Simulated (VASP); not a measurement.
Crystal: CuB12.

```
Cu B
1.0
     4.98632    0.00000    0.00000
     0.00000    4.98632    0.00000
     0.00000    0.00000    4.98632
Cu B
1 12
Direct
  0.50000 0.50000 0.50000
  0.27595 0.00000 0.00000
  0.72405 0.00000 0.00000
  0.00000 0.27595 0.00000
  0.00000 0.72405 0.00000
  0.00000 0.00000 0.27595
  0.00000 0.00000 0.72405
  0.14867 0.50000 0.50000
  0.85133 0.50000 0.50000
  0.50000 0.14867 0.50000
  0.50000 0.85133 0.50000
  0.50000 0.50000 0.14867
  0.50000 0.50000 0.85133
```

The cell was built by a generator and needn't be a form met in nature.

The cell isn't the ideal one: random cell by space group and Wyckoff sites (Pm-3m, No. 221).

| Item | Value |
| --- | --- |
| Program | VASP 6.6.1 |
| Task | relaxation of cell and atoms |
| Functional | PBE |
| Potentials or basis | VASP PAW PBE potentials, release 64 (Cu, B) |
| Cutoff | 600 eV |
| k mesh | 8 × 8 × 8 |
| Occupations | gaussian, width 0.1 eV |
| Spin | no spin polarisation |

At the start: pressure -0.1 GPa; volume 9.54 Å³/atom.

**Question.** Where does the relaxation end?

**Answer.** Over 14 steps the energy falls by 3.3 meV/atom and the volume is 9.68 Å³/atom (+1.5 %); space group Pm-3m (No. 221, to 0.05 Å).

The path:
| step | energy change (eV) | largest force (eV/Å) | pressure (GPa) | volume (Å³) |
| --- | --- | --- | --- | --- |
| 1 | 0.0000 | 0.2774 | -0.11 | 123.98 |
| 2 | -0.0187 | 0.1868 | 0.55 | 123.86 |
| 3 | -0.0297 | 0.0287 | 1.77 | 123.70 |
| 4 | -0.0404 | 0.0185 | 0.70 | 124.93 |
| 5 | -0.0428 | 0.0276 | -0.15 | 125.98 |
| 6 | -0.0428 | 0.0260 | -0.07 | 125.91 |
| 7 | -0.0427 | 0.0777 | -0.09 | 125.92 |
| 8 | -0.0429 | 0.0127 | -0.10 | 125.92 |
| 9 | -0.0429 | 0.0105 | 0.08 | 125.85 |
| 10 | -0.0429 | 0.0109 | 0.00 | 125.86 |
| 11 | -0.0429 | 0.0109 | 0.06 | 125.86 |
| 12 | -0.0429 | 0.0108 | -0.01 | 125.86 |
| 13 | -0.0429 | 0.0265 | 0.04 | 125.86 |
| 14 | -0.0429 | 0.0017 | -0.03 | 125.86 |

Final structure:
```
Cu B
1.0
     5.01144    0.00000    0.00000
     0.00000    5.01144    0.00000
     0.00000    0.00000    5.01144
Cu B
1 12
Direct
  0.50000 0.50000 0.50000
  0.26605 0.00000 0.00000
  0.73395 0.00000 0.00000
  0.00000 0.26605 0.00000
  0.00000 0.73395 0.00000
  0.00000 0.00000 0.26605
  0.00000 0.00000 0.73395
  0.14867 0.50000 0.50000
  0.85133 0.50000 0.50000
  0.50000 0.14867 0.50000
  0.50000 0.85133 0.50000
  0.50000 0.50000 0.14867
  0.50000 0.50000 0.85133
```
